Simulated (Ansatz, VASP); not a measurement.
# Cross-check of NbH between VASP and Ansatz

Aim: how closely do two programs agree when they are given the same cell, functional and k mesh? The cell is taken from a series of runs on this material, whose earlier steps may have relaxed, scaled, displaced or heated it; both programs get it as it stands. Other levels of theory on this material are compared in a session of their own.

Calculated with Ansatz 0.2.0; plane waves, with VASP 6.6.1 beside it; zone-centre phonons at PBEsol.

## 1. Set-up

Symmetry: I4/mmm, No. 139, tetragonal system. Conventional cell: a = 3.166 Å, b = 3.166 Å, c = 3.930 Å, α = 90.00°, β = 90.00°, γ = 90.00°. Nb has 6 H at 1.97 to 2.24 Å nearest. Nearest to H lie 6 Nb at 1.97 to 2.24 Å. Farther neighbours are not listed.

Structure file:

```cif
data_structure
_symmetry_space_group_name_H-M 'P 1'
_symmetry_Int_Tables_number 1
_cell_length_a 2.9790
_cell_length_b 2.9790
_cell_length_c 2.9790
_cell_angle_alpha 115.797
_cell_angle_beta 115.797
_cell_angle_gamma 97.449
_cell_volume 19.70
loop_
_atom_site_label
_atom_site_type_symbol
_atom_site_fract_x
_atom_site_fract_y
_atom_site_fract_z
_atom_site_occupancy
Nb1 Nb 0.00000 0.00000 0.00000 1
H2 H 0.50000 0.50000 0.00000 1
```

## 2. Ansatz: zone-centre phonons, PBEsol

Ansatz runs on norm-conserving files, of PseudoDojo where its log says so.

Second derivatives magnify differences that forces hide, and they need a tight electronic threshold.

input.yaml reads:

```yaml
crystal:
  lattice:
    - [-1.5831013608, 1.5831013608, 1.9651695099]
    - [1.5831013608, -1.5831013608, 1.9651695099]
    - [1.5831013608, 1.5831013608, -1.9651695099]
  atoms:
    - { symbol: Nb, position: [0.0, 0.0, 0.0] }
    - { symbol: H, position: [0.5, 0.5, 0.0] }
kpoints:
  mp_grid: { grid: [16, 16, 16] }
hamiltonian:
  xc: pbesol
  pseudopotentials: { kind: nc }
scf:
  occupations: { method: methfessel_paxton, width: 0.15 }
output:
  eigenvalues: true
phonons:
  method: dfpt
```

Started as:

```sh
ansatz run input.yaml --threads 4 --pin off --max-ram 7168MiB --backend cpu --events-out ev --progress --plain --runs-dir out
```

Numbers of over 12 decimals in the logs are rounded to 6 here.

The log of the run:

```text
zone centre: on kpoints.mp_grid the ground state, and the responses unless they are solved on pairs of k-points, stand on 621 of the mesh's 4096 k-points, reduced under 8 symmetry operations, with k and −k counted as one. Each operation leaves every solved displacement unchanged or reverses it
Engine: ansatz 0.2.0, aarch64-unknown-linux-gnu
Pseudopotentials: kind: nc
Pseudopotential: Nb, nc, valence charge 13, recommended cutoff 1115.666836 eV (normal), Nb.nc.azcp (PseudoDojo's, or run here from an input of PseudoDojo's: the run reads no file of this project's for it)
Pseudopotential: H, nc, valence charge 1, recommended cutoff 979.609905 eV (normal), H.nc.azcp (PseudoDojo's, or run here from an input of PseudoDojo's: the run reads no file of this project's for it)
Functional definition: PBEsol
  exchange = pbesol_x
  correlation = pbesol_c
Crystal: 2 atoms, lattice volume = 19.701 Å³
Basis set: ecut = 1115.666836 eV, 1659 PW (Γ), exchange–correlation on 72×72×72 points (8 copies of the dense FFT grid, shifted against one another)
Bands: 11, of which v1, the nominal top of the filled ones, is band 7 counted from 1 (6 counted from 0)
Symmetry: 16 space group operations
k-points: 621 of 4096 (irreducible under 8 space group operations)
Non-local potential: Nb, projectors of the file, l = 0: 2, l = 1: 2, l = 2: 2
Non-local potential: H, projectors of the file, l = 0: 2, l = 1: 1
Initial density: superposition of atomic densities (chi_scale 0.1, normalization cell, long waves kept (reshape's long-wave potential 0.00 eV rms))
Initial wavefunctions: pseudopotential atomic-orbital guess
Functional: x = pbesol(κ = 0.804, μ = 0.123457), c = pbesol(β = 0.046)
SCF iter   1: F=—  HF=-1710.868377 eV  |F-HF|=—  |Δ(HF+E_count)|=         —  Δρ=1.01e-1  dr2=2.23e0  ethr=3.10e-3  ⟨swp⟩=5.8  Hψ=48042  notcnv=0
preconditioner: auto → none  [metal: Δε(μ)=0.017 eV  Ē_g=8.238 eV  σ=0.150 eV  W_gap=0.10  n_scr=8 (ndim 8)  ℏωp=20.5 eV  f_vac=0.000  D(μ)=1.02/eV (n_scr^D=12)  sad-step TF]
SCF iter   2: F=—  HF=-1710.227690 eV  |F-HF|=—  |Δ(HF+E_count)|=   6.41e-1  S|Δr|=    0.00e0  Δρ=5.35e-2  dr2=6.16e-1  ethr=3.10e-3  ⟨swp⟩=3.7  Hψ=17992  notcnv=0  defer=21
SCF iter   3: F=—  HF=-1709.998643 eV  |F-HF|=—  |Δ(HF+E_count)|=   2.29e-1  S|Δr|=    0.00e0  Δρ=4.72e-3  dr2=1.61e-3  ethr=3.10e-3  ⟨swp⟩=4.0  Hψ=14714  notcnv=0  defer=25
SCF iter   4: F=—  HF=-1709.999156 eV  |F-HF|=—  |Δ(HF+E_count)|=   5.12e-4  S|Δr|=    0.00e0  Δρ=7.30e-4  dr2=7.17e-5  ethr=1.15e-5  ⟨swp⟩=2.2  Hψ=15130  notcnv=0  defer=19
SCF iter   5: F=—  HF=-1709.999128 eV  |F-HF|=—  |Δ(HF+E_count)|=   2.83e-5  S|Δr|=    0.00e0  Δρ=1.79e-4  dr2=1.48e-6  ethr=5.12e-7  ⟨swp⟩=2.6  Hψ=10830  notcnv=0  defer=19
SCF iter   6: F=—  HF=-1709.999129 eV  |F-HF|=—  |Δ(HF+E_count)|=   1.88e-6  S|Δr|=    0.00e0  Δρ=2.20e-5  dr2=5.42e-8  ethr=1.06e-8  ⟨swp⟩=2.6  Hψ=11385  notcnv=0  defer=19
SCF iter   7: F=—  HF=-1709.999129 eV  |F-HF|=—  |Δ(HF+E_count)|=   1.73e-8  S|Δr|=    0.00e0  Δρ=1.65e-6  dr2=1.98e-10  ethr=3.87e-10  ⟨swp⟩=2.2  Hψ=10760  notcnv=0  defer=19
SCF iter   8: F=-1709.999129 eV  HF=-1709.999129 eV  |F-HF|=2.27e-12  |Δ(HF+E_count)|=  1.14e-12  S|Δr|=    0.00e0  Δρ=1.56e-7  dr2=3.26e-12  ethr=1.00e-12  ⟨swp⟩=10.3  Hψ=49275  notcnv=0
SCF 1 converged in 8 iterations: F = -1709.999129 eV  dr2 = 3.26e-12
DFPT response loops at Γ: preconditioner auto → Kerker (q_TF=auto, 2.577 Å⁻¹) (partly filled bands, converged f_vac=0.000); β = 1.00, the filter's whole step (`scf.mixing.beta` (0.50) is not read by the response loops under this deck's `scf.mixing.preconditioner`; to damp them name `kerker` or `kerker_dos`, under which they read `scf.mixing.beta`, and type it under 1.00, their step now; both keys bind the ground state too); Broyden in place of MSR1
SCF converged after 8 iterations
Stability not checked: this state was not tested for a lower state beside it, because cold or Methfessel-Paxton smearing, or corrected tetrahedra, fill the levels in a way that the test cannot read (fill_not_monotonic; see scf.lower_state_search)
Free energy (F): -1709.999129 eV
Harris-Foulkes:  -1709.999129 eV  (|F-HF|=2.27e-12)
Internal energy: -1709.998293 eV  (E = F + TS)
E sigma→0 (E₀):  -1709.998920 eV
Entropy (-TS):   -0.000837 eV (-0.418 meV/atom)
Fermi energy:    17.762814 eV
--- Per-component energies (eV) ---
  E_band       = -68.662119
  E_kinetic    = 509.856071
  E_local      = -915.016052  (includes V_loc(G=0)·N_el)
  E_nonlocal   = 209.362754
  E_hartree    = 204.586401
  E_xc         = -363.796215
  E_vxc        = -282.037651  (∫ρ·V_xc dr)
  E_ewald      = -1354.991251
  E_smearing   = -0.000837  (= −TS)
  E_closure    = -0.000000  (closes the sum)
  Σ components = -1709.999129   (vs F -1709.999129, Δ=0.00e0)
--- Band table (eV; the first three rows and the last of 621) ---
  k-point 0: bands = [... 3 lower, -12.7402, 7.9898, 17.0291, 17.0291, 18.3946, 18.7659, 19.7125, 27.9852]
  k-point 1: bands = [... 3 lower, -12.7477, 8.1315, 16.8837, 17.1656, 18.4594, 18.6060, 19.5992, 27.5403]
  k-point 2: bands = [... 3 lower, -12.7690, 8.5194, 16.4991, 17.5697, 18.0024, 18.6566, 19.5851, 27.1317]
  k-point 620: bands = [... 3 lower, -13.2770, 9.3612, 13.9241, 21.5885, 21.6410, 22.3247, 22.3247, 25.6910]
--- Phonons (Γ-DFPT): 4 representative perturbations + reference, on 621 of 4096 k-points (Σ response iterations 12) ---
  k mesh reduced under 8 symmetry operations, with k and −k counted as one. Each operation leaves every solved displacement unchanged or reverses it
  ASR residual: 3.259e-4 → 0.000e0 eV/Å²; symmetrization residual: 2.578e-6 eV/Å²
  ASR residual per site (eV/Å²): 3.26e-4 2.91e-5
  Γ frequencies (cm⁻¹): 0.00 0.00 0.00 259.14 259.14 1606.76
  non-analytic LO–TO correction: not included (Born effective charges unavailable; polar crystals: no LO–TO splitting at Γ)
```

The column dr2 measures how far the density is from self-consistency, as an energy; F and HF (Harris–Foulkes) agree once it is small.

(Continued in part 2 of 2.)

[Lines on the potential files, build, host, timing and source positions are cut from VASP's logs without a mark.]

[Logs are printed without paths, hosts, clocks, repeated set-up lines and the standing remarks that a program may print on its own settings, such as how far it seeks lower states.]

[Hosts, paths, dates, database ids (printed as entryN), source tags and the programs' standing remarks are cut or masked in the printed files.]
